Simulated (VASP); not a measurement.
Calculation: optB88-vdW, VASP's PBE PAW potentials (set 64) (plane waves; VASP).

VASP input:

**POSCAR**
```
HfB2
1
    1.5686871968    -2.7170461576     0.0000000000
    1.5686871968     2.7170461576     0.0000000000
    0.0000000000     0.0000000000     3.5081265613
Hf B
1 2
Direct
  0.0000000000   0.0000000000   0.0000000000
  0.3333330000   0.6666670000   0.5000000000
  0.6666670000   0.3333330000   0.5000000000
```

### INCAR
```
GGA = BO
AGGAC = 0.0
NSW = 30   # most ionic steps
PARAM2 = 0.22
NELM = 100   # most electronic steps
LASPH = .True.   # aspherical one-centre terms
LREAL = .False.
LMAXMIX = 6   # l cut-off of mixed one-centre charges
ALGO = Normal   # blocked Davidson
PARAM1 = 0.1833333333
SYSTEM = HfB2
ISMEAR = 1   # Methfessel-Paxton
EDIFF = 1E-7
LCHARG = .False.
ISIF = 4   # ions and shape, fixed volume
SIGMA = 0.1
ENCUT = 520   # plane-wave cut-off (eV)
LUSE_VDW = .True.
PREC = Accurate
IBRION = 2   # conjugate gradients
EDIFFG = -0.01   # ionic stop
LWAVE = .False.
```

**KPOINTS**
```
Automatic mesh
0
Gamma
11 11 9
0 0 0
```

POTCAR, in this order: Hf_pv B (PBE.64 set). Program: vasp_std.

Unless said otherwise, spin-orbit coupling is left out, though it shifts the bands of the heavy elements here.

What does the run give for the energy per atom (σ→0), band gap (on the k-mesh)?

```
Item                                                         Value
------------------------  ----------------------------------------
energy per atom (σ→0)                               -7.420 eV/atom
band gap (on the k-mesh)  none (metal, semimetal or under 0.01 eV)
```

OSZICAR:
```
...
   1 F= -.22259190E+02 E0= -.22259184E+02  d E =-.222592E+02
       N       E                     dE             d eps       ncg     rms          rms(c)
DAV:   1    -0.222593324329E+02   -0.14262E-03   -0.74144E-03  2044   0.750E-01    0.977E-02
DAV:   2    -0.222592786475E+02    0.53785E-04   -0.96387E-05  2384   0.877E-02    0.417E-02
DAV:   3    -0.222592553977E+02    0.23250E-04   -0.23536E-05  2360   0.387E-02    0.128E-02
DAV:   4    -0.222592540687E+02    0.13289E-05   -0.29323E-06  2596   0.141E-02    0.779E-03
DAV:   5    -0.222592540426E+02    0.26101E-07   -0.12772E-07  1712   0.289E-03
   2 F= -.22259254E+02 E0= -.22259260E+02  d E =-.642379E-04
```

The compound is HfB2 in the AlB2 type structure. This run relaxes it. Symmetry was kept, so distortions that lower it aren't found.
